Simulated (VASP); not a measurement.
These are PBEsol GGA, VASP's PBE PAW potentials (set 64) (plane waves; VASP) values and carry that method's errors.

VASP ran on this input.

### POSCAR
```
Ti
1
    2.8969566629     0.0000000000     0.0000000000
   -1.4484783315     2.5088381194    -0.0000000000
    0.0000000000     0.0000000000     4.5906618388
Ti
2
Direct
  0.6666670000   0.3333330000   0.7500000000
  0.3333330000   0.6666670000   0.2500000000
```

### KPOINTS
```
Regular mesh
0
Gamma
 13 13 7
0 0 0
```

**INCAR**
```
ALGO = Normal
EDIFF = 1E-6
EDIFFG = -0.01
ENCUT = 480
GGA = PS
IBRION = 2
ISIF = 3
ISMEAR = 1
LASPH = T
LCHARG = F
LMAXMIX = 4
LREAL = F
LWAVE = F
NELM = 100
NSW = 60
PREC = Accurate
SIGMA = 0.1
SYSTEM = Ti
```

POTCAR, in this order: Ti_sv (PBE.64 set). Program: vasp_std.

The resulting files:

OUTCAR:
```
 ion  position               nearest neighbor table
   1  0.667  0.333  0.750-   2 2.84   2 2.84   2 2.84   2 2.84   2 2.84   2 2.84
   2  0.333  0.667  0.250-   1 2.84   1 2.84   1 2.84   1 2.84   1 2.84   1 2.84
  LATTYP: Found a hexagonal cell.
 ALAT       =     2.8969566629
 C/A-ratio  =     1.5846498146
 Subroutine PRICEL returns:
 Original cell was already a primitive cell.
 Subroutine GETGRP returns: Found 24 space group operations
The static configuration has the point symmetry D_3d.
 The point group associated with its full space group is D_6h.
The dynamic configuration has the point symmetry D_3d.
 Subroutine INISYM returns: Found 24 space group operations
 Subroutine IBZKPT returns following result:
 Found     84 irreducible k-points:

 Following reciprocal coordinates:
            Coordinates               Weight
  0.000000  0.000000  0.000000      1.000000
  0.076923  0.000000  0.000000      6.000000
  0.153846 -0.000000  0.000000      6.000000
  0.230769  0.000000  0.000000      6.000000
  0.307692 -0.000000  0.000000      6.000000
  0.384615  0.000000  0.000000      6.000000
  0.461538  0.000000  0.000000      6.000000
...
```

**OSZICAR**
```
       N       E                     dE             d eps       ncg     rms          rms(c)
DAV:   1     0.238215155780E+03    0.23822E+03   -0.12919E+04  2688   0.180E+03
DAV:   2     0.854642640947E+01   -0.22967E+03   -0.22826E+03  2808   0.482E+02
DAV:   3    -0.178040006855E+02   -0.26350E+02   -0.26128E+02  5272   0.134E+02
DAV:   4    -0.188476936822E+02   -0.10437E+01   -0.10436E+01  2768   0.279E+01
DAV:   5    -0.189070279213E+02   -0.59334E-01   -0.59334E-01  4384   0.453E+00    0.129E+01
DAV:   6    -0.166829768428E+02    0.22241E+01   -0.80203E+00  3184   0.335E+01    0.324E+00
DAV:   7    -0.166567785987E+02    0.26198E-01   -0.92342E-01  4016   0.817E+00    0.209E+00
DAV:   8    -0.166854952494E+02   -0.28717E-01   -0.23969E-01  3168   0.661E+00    0.747E-01
DAV:   9    -0.166757986361E+02    0.96966E-02   -0.57915E-02  3200   0.279E+00    0.722E-02
DAV:  10    -0.166761018414E+02   -0.30321E-03   -0.26597E-03  4328   0.406E-01    0.981E-02
DAV:  11    -0.166761740767E+02   -0.72235E-04   -0.24291E-04  3016   0.138E-01    0.278E-02
DAV:  12    -0.166761666161E+02    0.74606E-05   -0.40753E-05  3880   0.533E-02    0.119E-02
DAV:  13    -0.166761666176E+02   -0.15702E-08   -0.14451E-06  2360   0.126E-02
   1 F= -.16676167E+02 E0= -.16676051E+02  d E =-.166762E+02
       N       E                     dE             d eps       ncg     rms          rms(c)
DAV:   1    -0.166772970304E+02   -0.11304E-02   -0.28066E-02  4344   0.240E+00    0.292E-01
DAV:   2    -0.166761597794E+02    0.11373E-02   -0.46073E-03  3840   0.831E-01    0.762E-02
DAV:   3    -0.166761227768E+02    0.37003E-04   -0.77159E-04  4032   0.189E-01    0.281E-02
DAV:   4    -0.166761521574E+02   -0.29381E-04   -0.11313E-04  3496   0.859E-02    0.117E-02
DAV:   5    -0.166761753962E+02   -0.23239E-04   -0.60273E-05  3536   0.532E-02    0.162E-02
DAV:   6    -0.166761791589E+02   -0.37627E-05   -0.13992E-05  3296   0.356E-02    0.419E-03
DAV:   7    -0.166761800916E+02   -0.93264E-06   -0.22136E-06  2248   0.141E-02
   2 F= -.16676180E+02 E0= -.16676066E+02  d E =-.134739E-04
       N       E                     dE             d eps       ncg     rms          rms(c)
DAV:   1    -0.166763388952E+02   -0.15974E-03   -0.38688E-03  4312   0.893E-01    0.109E-01
DAV:   2    -0.166761840981E+02    0.15480E-03   -0.63778E-04  3888   0.309E-01    0.283E-02
DAV:   3    -0.166761786240E+02    0.54741E-05   -0.10494E-04  3992   0.701E-02    0.104E-02
DAV:   4    -0.166761819278E+02   -0.33037E-05   -0.16179E-05  3224   0.322E-02    0.432E-03
DAV:   5    -0.166761844959E+02   -0.25681E-05   -0.82636E-06  3568   0.207E-02    0.608E-03
DAV:   6    -0.166761845580E+02   -0.62126E-07   -0.19642E-06  2232   0.132E-02
   3 F= -.16676185E+02 E0= -.16676070E+02  d E =-.179404E-04
```

OUTCAR:
```
------------------------ aborting loop because EDIFF is reached ----------------------------------------
  FORCE on cell =-STRESS in cart. coord.  units (eV):
  Direction    XX          YY          ZZ          XY          YZ          ZX
  --------------------------------------------------------------------------------------
  Total       -0.0002755     -0.0002755      0.0169500      0.0000000      0.0000000      0.0000000
  in kB       -0.0132455     -0.0132455      0.8148247      0.0000000      0.0000000      0.0000000
  external PRESSURE =       0.2627779 kB  Pullay stress =       0.0000000 kB
  volume of cell :       33.33
      direct lattice vectors                 reciprocal lattice vectors
     2.895542548  0.000000000  0.000000000     0.345358420  0.199392772  0.000000000
    -1.447771274  2.507613460 -0.000000000    -0.000000000  0.398785545  0.000000000
     0.000000000 -0.000000000  4.590127446    -0.000000000  0.000000000  0.217858875
 POSITION                                       TOTAL-FORCE (eV/Angst)
 -----------------------------------------------------------------------------------
      1.44777      0.83587      3.44260        -0.000000      0.000000      0.000000
     -0.00000      1.67174      1.14753         0.000000     -0.000000      0.000000
 -----------------------------------------------------------------------------------
    total drift:                               -0.000825      0.000677     -0.000018
  FREE ENERGIE OF THE ION-ELECTRON SYSTEM (eV)
  ---------------------------------------------------
  free  energy   TOTEN  =       -16.6761845580 eV

  energy  without entropy=      -16.6758397345  energy(sigma->0) =      -16.67606962

 reached required accuracy - stopping structural energy minimisation
```
(Selected blocks of OUTCAR.)

File CONTCAR:
```
Ti
   1.00000000000000
     2.8955425484901318    0.0000000000000282    0.0000000000000000
    -1.4477712742950171    2.5076134603156643   -0.0000000000000000
     0.0000000000000000   -0.0000000000000000    4.5901274457308077
  Ti
     2
Direct
     0.6666669999999968    0.3333330000000032    0.7500000000000000
     0.3333330000000032    0.6666669999999968    0.2500000000000000
```

File OUTCAR:
```
 val. band max:        8.6736657792   @ k =   0.3077   0.2308   0.4286

 cond. band min:       8.6881433601   @ k =   0.3077   0.2308   0.2857


 Fermi energy:         8.6750798265

 k-point     1 :       0.0000    0.0000    0.0000
  band No.  band energies     occupation
      1     -47.9101      2.00000
      2     -47.7455      2.00000
      3     -24.6533      2.00000
      4     -23.9117      2.00000
      5     -23.9117      2.00000
      6     -23.8338      2.00000
      7     -23.7966      2.00000
      8     -23.7966      2.00000
      9       2.3457      2.00000
     10       5.8534      2.00000
     11       9.4469     -0.00000
     12       9.4469     -0.00000
     13       9.5419     -0.00000
     14       9.5664     -0.00000
     15       9.9771     -0.00000
     16       9.9771     -0.00000

 k-point     2 :       0.0769    0.0000    0.0000
  band No.  band energies     occupation
      1     -47.9031      2.00000
      2     -47.7428      2.00000
      3     -24.6383      2.00000
      4     -23.9428      2.00000
      5     -23.9221      2.00000
      6     -23.8401      2.00000
      7     -23.8290      2.00000
      8     -23.8006      2.00000
      9       2.5190      2.00000
     10       5.9911      2.00000
     11       9.1366     -0.00000
     12       9.1964     -0.00000
     13       9.5713     -0.00000
     14       9.7977     -0.00000
     15       9.8966     -0.00000
     16      10.0879     -0.00000

 k-point     3 :       0.1538   -0.0000    0.0000
  band No.  band energies     occupation
      1     -47.8832      2.00000
      2     -47.7354      2.00000
      3     -24.5949      2.00000
      4     -24.0295      2.00000
      5     -23.9500      2.00000
      6     -23.9170      2.00000
      7     -23.8592      2.00000
      8     -23.8124      2.00000
      9       3.0191      2.00000
     10       6.3549      2.00000
     11       8.5150      2.04605
     12       8.6894      0.76033
     13       9.6360     -0.00000
...
```

The compound is Ti in the hcp structure. This run relaxes it. Symmetry was kept, so distortions that lower it aren't found. The start is the result of an earlier pass.
